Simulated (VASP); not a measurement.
A convergence study with VASP on SrVO₃ (cubic perovskite): one setting is varied, all else stays as given below, so the limit is that of these other settings.

```xyz
5
Lattice="3.8400 0.0000 0.0000 0.0000 3.8400 0.0000 0.0000 0.0000 3.8400" Properties=species:S:1:pos:R:3 pbc="T T T"
Sr     0.0000     0.0000     0.0000
V      1.9200     1.9200     1.9200
O      1.9200     0.0000     1.9200
O      0.0000     1.9200     1.9200
O      1.9200     1.9200     0.0000
```

The numbers are results of PBE GGA, VASP's PBE PAW potentials (set 64) (plane waves; VASP), not measurements. The tightest run used: 700 eV cut-off, 17×17×17 Γ-centred mesh, tetrahedra with Blöchl corrections, potentials Sr_sv V_sv O.

Task: The settings run are 3×3×3 mesh; 4×4×4 mesh; 5×5×5 mesh; 6×6×6 mesh; 7×7×7 mesh; 8×8×8 mesh; 9×9×9 mesh; 10×10×10 mesh; 11×11×11 mesh; 12×12×12 mesh; 13×13×13 mesh; 14×14×14 mesh; 15×15×15 mesh; 16×16×16 mesh; 17×17×17 mesh. From which on does the stress (every component) stay within 0.1 GPa of the tightest run?

Result: From 6×6×6 mesh on: it is off by 0.00 there and by no more than 0.1 in any finer run, while 5×5×5 mesh is off by 0.16.
```
setting        E (eV/atom)  pressure (GPa)  irreducible k-points  difference judged (GPa)
-------------  -----------  --------------  --------------------  -----------------------
3×3×3 mesh         -7.8584            3.01                     4                     0.20
4×4×4 mesh         -7.8430            3.46                    10                     0.26
5×5×5 mesh         -7.8488            3.37                    10                     0.16
6×6×6 mesh         -7.8568            3.21                    20                     0.00
7×7×7 mesh         -7.8585            3.18                    20                     0.03
8×8×8 mesh         -7.8575            3.20                    35                     0.01
9×9×9 mesh         -7.8561            3.23                    35                     0.03
10×10×10 mesh      -7.8566            3.22                    56                     0.01
11×11×11 mesh      -7.8573            3.20                    56                     0.00
12×12×12 mesh      -7.8573            3.20                    84                     0.00
13×13×13 mesh      -7.8570            3.21                    84                     0.00
14×14×14 mesh      -7.8568            3.21                   120                     0.01
15×15×15 mesh      -7.8570            3.21                   120                     0.00
16×16×16 mesh      -7.8571            3.21                   165                     0.00
17×17×17 mesh      -7.8571            3.21                   165                     0.00
```

Left out are rungs that failed or repeat a setting and relaxations that didn't move; long series are thinned to 24 rows.

The compound is SrVO3 in the cubic perovskite structure. The cell was not relaxed at this level. The run is not spin-polarised, so no magnetic state was tried. The electron count is odd and the run is not spin-polarised, which forces a metal.
